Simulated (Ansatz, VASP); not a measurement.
# Cross-check of BPd3C between VASP and Ansatz, part 2 of 2

Aim: how closely do two programs agree when they are given the same cell, functional and k mesh? The cell is generated by rule, not measured, and may not be a known phase. The cell is taken from a series of runs on this material, whose earlier steps may have relaxed, scaled, displaced or heated it; both programs get it as it stands.

VASP 6.6.1 and Ansatz 0.2.0.

So far: The structure; VASP: zone-centre phonons, PBEsol.

## 2. VASP: zone-centre phonons, PBEsol (continued)

Level of this step: PBEsol; plane waves and PAW (B, Pd, C); invented cell (VASP).

Numbers of over 12 decimals in the logs are rounded to 6 here.

From OUTCAR (step 2):

```text
ion  position               nearest neighbor table
   1  0.000  0.864  0.864-   3 2.10   4 2.10   3 2.10   4 2.10   2 2.13
   2  0.000  0.519  0.519-   5 1.98   5 1.98   1 2.13   3 2.79   3 2.79   4 2.79   4 2.79   4 2.87
                             3 2.87   4 2.87   3 2.87
   3  0.500  0.040  0.636-   5 2.00   1 2.10   1 2.10   4 2.72   2 2.79   2 2.79   2 2.87   2 2.87
                             4 3.16   4 3.16
   4  0.500  0.636  0.040-   5 2.00   1 2.10   1 2.10   3 2.72   2 2.79   2 2.79   2 2.87   2 2.87
                             3 3.16   3 3.16
   5  0.500  0.328  0.328-   2 1.98   2 1.98   4 2.00   3 2.00

  LATTYP: Found a base centered orthorhombic cell.
 ALAT       =     6.1812122344
 B/A-ratio  =     1.0878627326
 C/A-ratio  =     0.5150482741

 Subroutine GETGRP returns: Found  4 space group operations
 (whereof  4 operations were pure point group operations)

The static configuration has the point symmetry C_2v.

 Found    126 irreducible k-points:

   k-points           NKPTS =    126   k-points in BZ     NKDIM =    126   number of bands    NBANDS=     24

   dimension x,y,z NGX =    28 NGY =   36 NGZ =   36
   dimension x,y,z NGXF=    56 NGYF=   72 NGZF=   72

   ENCUT  =  600.0 eV  44.10 Ry    6.64 a.u.   6.36  9.12  9.12*2*pi/ulx,y,z

   NELECT =      37.0000    total number of electrons

 k-points in reciprocal lattice and weights: Automatic mesh
   0.00000000  0.00000000  0.00000000       0.002
   0.10000000  0.00000000  0.00000000       0.003
   0.20000000  0.00000000  0.00000000       0.003
   0.30000000  0.00000000  0.00000000       0.003
   0.40000000  0.00000000  0.00000000       0.003
   0.50000000  0.00000000  0.00000000       0.002
   0.00000000  0.12500000  0.00000000       0.006
   0.10000000  0.12500000  0.00000000       0.013
   0.20000000  0.12500000  0.00000000       0.013
[...]
0.50000000 -0.12500000  0.12500000       0.003
[...]
POSITION                                       TOTAL-FORCE (eV/Angst)
 -----------------------------------------------------------------------------------
      0.00000      0.00000      5.33763         0.000000     -0.000000      0.023429
      0.00000      0.00000      3.20974         0.000000     -0.000000      0.015399
      1.59181     -2.00277      2.08816         0.000000     -0.004529     -0.000970
      1.59181      2.00277      2.08816         0.000000      0.004529     -0.000970
      1.59181      0.00000      2.02727         0.000000     -0.000000     -0.036888
 -----------------------------------------------------------------------------------
    total drift:                                0.000000     -0.000000     -0.000036

 Eigenvectors and eigenvalues of the dynamical matrix
 ----------------------------------------------------

   1 f  =   19.119344 THz   120.130379 2PiTHz  637.752655 cm-1    79.071216 meV
             X         Y         Z           dx          dy          dz
      0.000000  0.000000  5.337633    -0.000000    0.403999    0.000000
      0.000000  0.000000  3.209742    -0.000000    0.004375    0.000000
      1.591811 -2.002765  2.088155     0.000000    0.085690    0.012544
      1.591811  2.002765  2.088155    -0.000000    0.085690   -0.012544
      1.591811  0.000000  2.027270     0.000000   -0.906513   -0.000000

   2 f  =   17.215316 THz   108.167019 2PiTHz  574.241123 cm-1    71.196793 meV
             X         Y         Z           dx          dy          dz
      0.000000  0.000000  5.337633     0.943247   -0.000000    0.000000
      0.000000  0.000000  3.209742    -0.064891   -0.000000    0.000000
      1.591811 -2.002765  2.088155    -0.157732    0.000000   -0.000000
      1.591811  2.002765  2.088155    -0.157732    0.000000    0.000000
      1.591811  0.000000  2.027270     0.237311   -0.000000   -0.000000

   3 f  =   15.520731 THz    97.519627 2PiTHz  517.715850 cm-1    64.188556 meV
             X         Y         Z           dx          dy          dz
      0.000000  0.000000  5.337633     0.236352    0.000000   -0.000000
      0.000000  0.000000  3.209742     0.325624    0.000000    0.000000
      1.591811 -2.002765  2.088155    -0.047133   -0.000000   -0.000000
      1.591811  2.002765  2.088155    -0.047133   -0.000000    0.000000
      1.591811  0.000000  2.027270    -0.913052    0.000000    0.000000

   4 f  =   14.587529 THz    91.656148 2PiTHz  486.587591 cm-1    60.329145 meV
             X         Y         Z           dx          dy          dz
      0.000000  0.000000  5.337633     0.000000   -0.000000    0.412076
      0.000000  0.000000  3.209742     0.000000   -0.000000    0.198786
      1.591811 -2.002765  2.088155    -0.000000   -0.019241   -0.015857
      1.591811  2.002765  2.088155    -0.000000    0.019241   -0.015857
      1.591811  0.000000  2.027270    -0.000000   -0.000000   -0.888501

   5 f  =   14.379567 THz    90.349482 2PiTHz  479.650712 cm-1    59.469082 meV
             X         Y         Z           dx          dy          dz
      0.000000  0.000000  5.337633    -0.000000    0.882519    0.000000
      0.000000  0.000000  3.209742    -0.000000    0.038102    0.000000
      1.591811 -2.002765  2.088155     0.000000   -0.218820   -0.006037
      1.591811  2.002765  2.088155     0.000000   -0.218820    0.006037
      1.591811  0.000000  2.027270     0.000000    0.351954   -0.000000

   6 f  =   12.957648 THz    81.415305 2PiTHz  432.220619 cm-1    53.588503 meV
             X         Y         Z           dx          dy          dz
      0.000000  0.000000  5.337633     0.000000    0.000000    0.871853
      0.000000  0.000000  3.209742     0.000000    0.000000   -0.335170
      1.591811 -2.002765  2.088155    -0.000000    0.099757   -0.026156
      1.591811  2.002765  2.088155    -0.000000   -0.099757   -0.026156
      1.591811  0.000000  2.027270    -0.000000    0.000000    0.325980

   7 f  =    7.777748 THz    48.869033 2PiTHz  259.437753 cm-1    32.166167 meV
             X         Y         Z           dx          dy          dz
      0.000000  0.000000  5.337633    -0.000000    0.000000    0.150482
      0.000000  0.000000  3.209742     0.000000    0.000000    0.137106
      1.591811 -2.002765  2.088155    -0.000000   -0.676096   -0.114955
      1.591811  2.002765  2.088155    -0.000000    0.676096   -0.114955
      1.591811  0.000000  2.027270    -0.000000    0.000000    0.133852

   8 f  =    5.213559 THz    32.757758 2PiTHz  173.905611 cm-1    21.561538 meV
             X         Y         Z           dx          dy          dz
      0.000000  0.000000  5.337633    -0.000000   -0.139414   -0.000000
      0.000000  0.000000  3.209742     0.000000    0.711021   -0.000000
      1.591811 -2.002765  2.088155     0.000000   -0.311924   -0.363391
      1.591811  2.002765  2.088155    -0.000000   -0.311924    0.363391
      1.591811  0.000000  2.027270     0.000000   -0.127727   -0.000000

   9 f  =    5.040376 THz    31.669617 2PiTHz  168.128847 cm-1    20.845311 meV
             X         Y         Z           dx          dy          dz
      0.000000  0.000000  5.337633    -0.151083    0.000000   -0.000000
      0.000000  0.000000  3.209742     0.760624   -0.000000   -0.000000
      1.591811 -2.002765  2.088155    -0.402318    0.000000    0.000000
      1.591811  2.002765  2.088155    -0.402318    0.000000   -0.000000
      1.591811  0.000000  2.027270     0.273690    0.000000   -0.000000

  10 f  =    4.898786 THz    30.779981 2PiTHz  163.405917 cm-1    20.259743 meV
             X         Y         Z           dx          dy          dz
      0.000000  0.000000  5.337633     0.000000   -0.000000   -0.000000
      0.000000  0.000000  3.209742    -0.000000    0.000000   -0.000000
      1.591811 -2.002765  2.088155    -0.707107   -0.000000   -0.000000
      1.591811  2.002765  2.088155     0.707107   -0.000000    0.000000
      1.591811  0.000000  2.027270    -0.000000   -0.000000   -0.000000

  11 f  =    4.538413 THz    28.515687 2PiTHz  151.385148 cm-1    18.769358 meV
             X         Y         Z           dx          dy          dz
      0.000000  0.000000  5.337633     0.000000    0.000000   -0.125752
      0.000000  0.000000  3.209742    -0.000000   -0.000000   -0.720074
      1.591811 -2.002765  2.088155     0.000000   -0.180479    0.417865
      1.591811  2.002765  2.088155     0.000000    0.180479    0.417865
      1.591811  0.000000  2.027270    -0.000000    0.000000   -0.226524

  12 f  =    1.735254 THz    10.902922 2PiTHz   57.881842 cm-1     7.176431 meV
             X         Y         Z           dx          dy          dz
      0.000000  0.000000  5.337633    -0.000000    0.082906    0.000000
      0.000000  0.000000  3.209742    -0.000000   -0.427004    0.000000
      1.591811 -2.002765  2.088155    -0.000000    0.190218   -0.606426
      1.591811  2.002765  2.088155    -0.000000    0.190218    0.606426
      1.591811  0.000000  2.027270    -0.000000    0.054065    0.000000

  13 f/i=    0.000771 THz     0.004847 2PiTHz    0.025732 cm-1     0.003190 meV
             X         Y         Z           dx          dy          dz
      0.000000  0.000000  5.337633     0.177756    0.000000   -0.000000
      0.000000  0.000000  3.209742     0.557862    0.000000   -0.000000
      1.591811 -2.002765  2.088155     0.557709    0.000000   -0.000000
      1.591811  2.002765  2.088155     0.557709    0.000000   -0.000000
      1.591811  0.000000  2.027270     0.187386    0.000000   -0.000000

  14 f/i=    0.001704 THz     0.010704 2PiTHz    0.056827 cm-1     0.007046 meV
             X         Y         Z           dx          dy          dz
      0.000000  0.000000  5.337633     0.000000   -0.000000    0.177786
      0.000000  0.000000  3.209742     0.000000   -0.000000    0.557531
      1.591811 -2.002765  2.088155     0.000000   -0.000001    0.557888
      1.591811  2.002765  2.088155     0.000000    0.000001    0.557888
      1.591811  0.000000  2.027270     0.000000   -0.000000    0.187279

  15 f/i=    0.002003 THz     0.012584 2PiTHz    0.066805 cm-1     0.008283 meV
             X         Y         Z           dx          dy          dz
      0.000000  0.000000  5.337633     0.000000   -0.177865   -0.000000
      0.000000  0.000000  3.209742     0.000000   -0.557357   -0.000000
      1.591811 -2.002765  2.088155     0.000000   -0.557939    0.000705
      1.591811  2.002765  2.088155     0.000000   -0.557939   -0.000705
      1.591811  0.000000  2.027270     0.000000   -0.187418   -0.000000

 ELASTIC MODULI CONTR FROM IONIC RELAXATION (kBar)
 Direction    XX          YY          ZZ          XY          YZ          ZX
 --------------------------------------------------------------------------------
 XX        -747.1750   -275.7226   -701.1407      0.0000     -0.0000     -0.0000
 YY        -275.7226   -164.5718   -157.8583      0.0000     -0.0000     -0.0000
 ZZ        -701.1407   -157.8583  -1187.1068      0.0000      0.0000     -0.0000
 XY           0.0000      0.0000      0.0000     -3.6413      0.0000      0.0000
 YZ          -0.0000     -0.0000      0.0000      0.0000   -130.6835     -0.0000
 ZX          -0.0000     -0.0000     -0.0000      0.0000     -0.0000   -341.8429
 --------------------------------------------------------------------------------
```

## 3. Ansatz: zone-centre phonons, PBEsol

Ansatz runs on its default PAW (the set named soft_2) files.

The same cell, functional, mesh and smearing now go to Ansatz, which takes its cutoff from its data sets.

Contents of input.yaml:

```yaml
crystal:
  lattice:
    - [3.1836226929, 0.0, 0.0]
    - [0.0, 3.3621552159, 3.0906061172]
    - [0.0, -3.3621552159, 3.0906061172]
  atoms:
    - { symbol: B, position: [0.0, 0.8635253152, 0.8635253152] }
    - { symbol: Pd, position: [0.0, 0.5192738646, 0.5192738646] }
    - { symbol: Pd, position: [0.5, 0.0399833978, 0.6356623957] }
    - { symbol: Pd, position: [0.5, 0.6356623957, 0.0399833978] }
    - { symbol: C, position: [0.5, 0.3279728125, 0.3279728125] }
kpoints:
  mp_grid: { grid: [10, 8, 8] }
hamiltonian:
  xc: pbesol
scf:
  occupations: { method: methfessel_paxton, width: 0.15 }
output:
  eigenvalues: true
phonons:
  method: dfpt
```

Started as:

```console
$ ansatz run input.yaml --threads 8 --pin off --max-ram 14336MiB --backend cpu --events-out ev --progress --plain --runs-dir out
```

Log:

```text
zone centre: on kpoints.mp_grid the ground state, and the responses unless they are solved on pairs of k-points, stand on 204 of the mesh's 640 k-points, reduced under 2 symmetry operations, with k and −k counted as one. Each operation leaves every solved displacement unchanged or reverses it
Engine: ansatz 0.2.0, aarch64-unknown-linux-gnu
Pseudopotentials: kind: paw
Pseudopotential: B, paw, valence charge 3, recommended cutoff 420 eV (normal), B.paw.azcp
Pseudopotential: Pd, paw, valence charge 18, recommended cutoff 420 eV (normal), Pd.paw.azcp
Pseudopotential: C, paw, valence charge 4, recommended cutoff 420 eV (normal), C.paw.azcp
Functional definition: PBEsol
  exchange = pbesol_x
  correlation = pbesol_c
Crystal: 5 atoms, lattice volume = 66.163 Å³
Basis set: ecut = 420 eV, 1311 PW (Γ), exchange–correlation on 48×64×64 points (8 copies of the dense FFT grid, shifted against one another)
Bands: 37, of which v1, the nominal top of the filled ones, is band 31 counted from 1 (30 counted from 0)
Symmetry: 4 space group operations
k-points: 204 of 640 (irreducible under 2 space group operations, time reversal used)
Non-local potential: B, projectors of the file, l = 0: 2, l = 1: 2, l = 2: 1
Non-local potential: Pd, projectors of the file, l = 0: 2, l = 1: 2, l = 2: 2, l = 3: 1
Non-local potential: C, projectors of the file, l = 0: 2, l = 1: 2, l = 2: 1
PAW form: soft (Blöchl's): semilocal exchange-correlation on the pseudo side does not see the compensation charge
PAW frozen core: B, regenerated for the run's functional, and the local potential with it (the file was generated under x = pbe(κ = 0.804, μ = 0.219515), c = pbe(β = 0.066725))
PAW frozen core: Pd, regenerated for the run's functional, and the local potential with it (the file was generated under x = pbe(κ = 0.804, μ = 0.219515), c = pbe(β = 0.066725))
PAW frozen core: C, regenerated for the run's functional, and the local potential with it (the file was generated under x = pbe(κ = 0.804, μ = 0.219515), c = pbe(β = 0.066725))
PAW one-centre angular grid: B, 110 points (default); XC on 64 Gauss nodes
PAW one-centre angular grid: Pd, 590 points (default); XC on 64 Gauss nodes
PAW one-centre angular grid: C, 110 points (default); XC on 64 Gauss nodes
Initial density: superposition of atomic densities (neutral atoms: chi_scale 0, normalization atom), corrected by the library's trained network
Initial wavefunctions: pseudopotential atomic-orbital guess
Functional: x = pbesol(κ = 0.804, μ = 0.123457), c = pbesol(β = 0.046)
SCF iter   1: F=—  HF=-21117.224468 eV  |F-HF|=—  |Δ(HF+E_count)|=         —  Δρ=1.11e-2  dr2=8.31e-2  ethr=1.77e-3  ⟨swp⟩=5.2  Hψ=28860  notcnv=0
preconditioner: auto → LDOS  [metal: Δε(μ)=0.027 eV  Ē_g=8.217 eV  σ=0.150 eV  W_gap=0.15  n_scr=18 (ndim 8)  ℏωp=27.8 eV  f_vac=0.017  D(μ)=1.15/eV (n_scr^D=4)  β→1.0]
SCF iter   2: F=—  HF=-21117.216200 eV  |F-HF|=—  |Δ(HF+E_count)|=   8.27e-3  S|Δr|=    0.00e0  Δρ=8.71e-3  dr2=4.81e-2  ethr=1.36e-4  ⟨swp⟩=2.0  Hψ=14827  notcnv=0  defer=342
SCF iter   3: F=—  HF=-21117.203141 eV  |F-HF|=—  |Δ(HF+E_count)|=   1.31e-2  S|Δr|=    0.00e0  Δρ=2.65e-3  dr2=5.04e-3  ethr=7.89e-5  ⟨swp⟩=2.0  Hψ=11525  notcnv=0  defer=342
SCF iter   4: F=—  HF=-21117.202020 eV  |F-HF|=—  |Δ(HF+E_count)|=   1.12e-3  S|Δr|=    0.00e0  Δρ=4.11e-4  dr2=9.08e-5  ethr=8.26e-6  ⟨swp⟩=2.0  Hψ=10444  notcnv=0  defer=342
SCF iter   5: F=—  HF=-21117.202008 eV  |F-HF|=—  |Δ(HF+E_count)|=   1.19e-5  S|Δr|=    0.00e0  Δρ=9.46e-5  dr2=6.94e-6  ethr=1.49e-7  ⟨swp⟩=2.0  Hψ=10810  notcnv=0  defer=342
SCF iter   6: F=—  HF=-21117.202004 eV  |F-HF|=—  |Δ(HF+E_count)|=   4.13e-6  S|Δr|=    0.00e0  Δρ=1.99e-5  dr2=2.63e-7  ethr=1.14e-8  ⟨swp⟩=2.1  Hψ=10889  notcnv=0  defer=342
SCF iter   7: F=—  HF=-21117.201999 eV  |F-HF|=—  |Δ(HF+E_count)|=   5.74e-6  S|Δr|=    0.00e0  Δρ=6.92e-6  dr2=2.81e-8  ethr=4.32e-10  ⟨swp⟩=2.0  Hψ=11110  notcnv=0  defer=335
SCF iter   8: F=—  HF=-21117.201999 eV  |F-HF|=—  |Δ(HF+E_count)|=  1.31e-10  S|Δr|=    0.00e0  Δρ=1.67e-6  dr2=1.25e-9  ethr=4.61e-11  ⟨swp⟩=2.0  Hψ=11668  notcnv=0  defer=335
SCF iter   9: F=—  HF=-21117.201999 eV  |F-HF|=—  |Δ(HF+E_count)|=  5.42e-10  S|Δr|=    0.00e0  Δρ=3.87e-7  dr2=5.79e-11  ethr=2.04e-12  ⟨swp⟩=2.0  Hψ=10721  notcnv=0  defer=335
SCF iter  10: F=-21117.201999 eV  HF=-21117.201999 eV  |F-HF|=0.00e0  |Δ(HF+E_count)|=  2.55e-11  S|Δr|=    0.00e0  Δρ=1.08e-7  dr2=4.28e-12  ethr=1.00e-12  ⟨swp⟩=10.1  Hψ=34603  notcnv=0
SCF 1 converged in 10 iterations: F = -21117.201999 eV  dr2 = 4.28e-12
  greatest PAW one-centre occupation: 0.999 electrons in one spin orbital (limit 2), on the Pd atom at site 1 (counted from 0), in its partial waves of l = 0
DFPT response loops at Γ: preconditioner auto → Kerker (q_TF=auto, 2.692 Å⁻¹) (partly filled bands, converged f_vac=0.014); β = 1.00, the filter's whole step (`scf.mixing.beta` (0.50) is not read by the response loops under this deck's `scf.mixing.preconditioner`; to damp them name `kerker` or `kerker_dos`, under which they read `scf.mixing.beta`, and type it under 1.00, their step now; both keys bind the ground state too); Broyden in place of MSR1
SCF converged after 10 iterations
Stability not checked: this state was not tested for a lower state beside it, because cold or Methfessel-Paxton smearing, or corrected tetrahedra, fill the levels in a way that the test cannot read (fill_not_monotonic; see scf.lower_state_search)
Free energy (F): -21117.201999 eV
Harris-Foulkes:  -21117.201999 eV  (|F-HF|=0.00e0)
Internal energy: -21117.202356 eV  (E = F + TS)
E sigma→0 (E₀):  -21117.202088 eV
Entropy (-TS):   0.000357 eV (0.071 meV/atom)
Fermi energy:    15.416815 eV
--- Per-component energies (eV) ---
  E_band       = -665.386879
  E_kinetic    = 1666.709637
  E_local      = -7127.345302  (includes V_loc(G=0)·N_el)
  E_nonlocal   = 694.284445
  E_hartree    = 2912.099546
  E_xc         = -581.240105
  E_vxc        = -729.031993  (∫ρ·V_xc dr)
  E_paw        = -11222.394180  (= ΣΔE_a)
  E_vpaw       = -994.203314  (= ΣTr[D̂ρ^β])
  E_aug_tail   = 0.000566  (compensation charges beyond the density's cutoff)
  E_ewald      = -7460.260346
  E_core_change = 0.943384  (= ΣΔE_core)
  E_smearing   = 0.000357  (= −TS)
  E_closure    = 0.000000  (closes the sum)
  Σ components = -21117.201999   (vs F -21117.201999, Δ=0.00e0)
--- Band table (eV; the first three rows and the last of 204) ---
  k-point 0: bands = [... 27 lower, 12.9070, 13.7940, 15.7657, 16.5464, 16.6416, 17.6001, 17.6586, 18.3163, ... 2 higher]
  k-point 1: bands = [... 27 lower, 12.8763, 13.6950, 15.2597, 16.4522, 16.8353, 17.3941, 18.1518, 18.5159, ... 2 higher]
  k-point 2: bands = [... 27 lower, 13.0758, 13.5184, 14.4344, 16.2800, 17.1946, 17.3027, 17.8616, 19.7778, ... 2 higher]
  k-point 203: bands = [... 27 lower, 13.3062, 13.4005, 13.6033, 13.9425, 16.2905, 16.4848, 16.5372, 18.0435, ... 2 higher]
--- Phonons (Γ-DFPT): 12 representative perturbations + reference, on 204 of 640 k-points (Σ response iterations 41) ---
  k mesh reduced under 2 symmetry operations, with k and −k counted as one. Each operation leaves every solved displacement unchanged or reverses it
  ASR residual: 1.115e-4 → 0.000e0 eV/Å²; symmetrization residual: 3.144e-6 eV/Å²
  ASR residual per site (eV/Å²): 2.10e-5 6.73e-5 2.22e-5 2.22e-5 1.12e-4
  Γ frequencies (cm⁻¹): 0.00 0.00 0.00 58.68 151.83 162.63 169.00 175.15 259.18 428.06 473.68 484.42 510.18 567.35 634.47
  non-analytic LO–TO correction: not included (Born effective charges unavailable; polar crystals: no LO–TO splitting at Γ)
```

## 4. Differences

Known differences besides the potentials themselves: the data sets hold 61 valence electrons in Ansatz (on its default PAW (the set named soft_2) files) and 37 in VASP; the cutoff is 420 eV in Ansatz and 600 eV in VASP; Ansatz makes its cores anew for this functional, VASP keeps those of its PBE data sets. Total energies have different zeros and are not compared.

Both answers:

| quantity | Ansatz | VASP | difference |
| --- | --- | --- | --- |
| optical mode 1 (cm⁻¹) | 58.7 | 57.9 | +1.38 % |
| optical mode 2 (cm⁻¹) | 151.8 | 151.4 | +0.29 % |
| optical mode 3 (cm⁻¹) | 162.6 | 163.4 | -0.47 % |
| optical mode 4 (cm⁻¹) | 169.0 | 168.1 | +0.52 % |
| optical mode 5 (cm⁻¹) | 175.2 | 173.9 | +0.72 % |
| optical mode 6 (cm⁻¹) | 259.2 | 259.4 | -0.10 % |
| optical mode 7 (cm⁻¹) | 428.1 | 432.2 | -0.96 % |
| optical mode 8 (cm⁻¹) | 473.7 | 479.7 | -1.24 % |
| optical mode 9 (cm⁻¹) | 484.4 | 486.6 | -0.45 % |
| optical mode 10 (cm⁻¹) | 510.2 | 517.7 | -1.46 % |
| optical mode 11 (cm⁻¹) | 567.4 | 574.2 | -1.20 % |
| optical mode 12 (cm⁻¹) | 634.5 | 637.8 | -0.51 % |

Modes are paired by rising frequency, not by their patterns, so a pair may set unlike modes beside each other; they are those without the splitting of longitudinal modes.

## 5. Results

- r.m.s. difference of the optical zone-centre modes, each program's sorted by frequency (zone-centre phonons, PBEsol): 3.8 cm⁻¹
- difference in optical mode 10 (zone-centre phonons, PBEsol): -1.5 %

What this shows: The r.m.s. difference of the optical zone-centre modes, each program's sorted by frequency is 3.8 cm⁻¹ (zone-centre phonons, PBEsol). The data sets hold unlike numbers of valence electrons (61 in Ansatz and 37 in VASP), so part of the differences comes from the potentials. Among the rows given in per cent, the largest difference of the zone-centre phonons, PBEsol pair is in optical mode 10, -1.5 %. How closely two codes agree says nothing of how well the functional describes the real material.

[Lines on the potential files, build, host, timing and source positions are cut from VASP's logs without a mark.]

[Logs are printed without paths, hosts, clocks, repeated set-up lines and the standing remarks that a program may print on its own settings, such as how far it seeks lower states.]

[Hosts, paths, dates, database ids (printed as entryN), source tags and the programs' standing remarks are cut or masked in the printed files.]
